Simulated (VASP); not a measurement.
A cell of MoSi2 (MoSi2 type) near equilibrium:

```xyz
3
Lattice="-1.5950 1.5950 3.9117 1.5950 -1.5950 3.9117 1.5950 1.5950 -3.9117" Properties=species:S:1:pos:R:3 pbc="T T T"
Si     0.0000     0.0000     5.2022
Si     0.0000     0.0000     2.6213
Mo     0.0000     0.0000     0.0000
```

Computed with PBEsol GGA, VASP's PBE PAW potentials (set 64) (plane waves; VASP).

```
run               ΔE (meV/atom)   σxx   σyy   σzz  largest shear component, with its sign (GPa)  largest force (eV/Å)
----------------  -------------  ----  ----  ----  --------------------------------------------  --------------------
as it is                    0.0  0.34  0.34  0.28                                          0.00                 0.011
after one change            1.2  0.18  0.18  0.00                                          0.00                 0.318
```
Stress is in GPa, positive when the cell is compressed.

Task: Which change was made?
A. atom 3 (Mo) moved by 0.075 Å along z
B. biaxial strain of +1.5 % in the yz plane with the ions relaxed
C. atom 1 (Si) moved by 0.025 Å along z
D. atom 2 (Si) moved by 0.100 Å along y

Result: C, atom 1 (Si) moved by 0.025 Å along z

The compound is MoSi2 in the MoSi2 type structure.
